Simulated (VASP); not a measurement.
Given:

```
CELL_PARAMETERS angstrom
      0.00000     2.67396     2.67396
      2.67396     0.00000     2.67396
      2.67396     2.67396     0.00000
ATOMIC_POSITIONS crystal
  Ca 0.00000 0.00000 0.00000
```

Method: PBEsol GGA, VASP's PBE PAW potentials (set 64) (plane waves; VASP). Numerical set-up: 480 eV cut-off, 10×10×10 Γ-centred mesh, first-order Methfessel-Paxton smearing of 0.10 eV, potentials Ca_sv.

Task: Give the stress tensor in GPa (positive for a compressed cell).

Result: 
```
1.21  0.00  0.00
0.00  1.21  0.00
0.00  0.00  1.21
```
The pressure is its mean diagonal, 1.21 GPa.

The compound is Ca in the fcc structure. This cell was strained or had an atom moved on purpose.
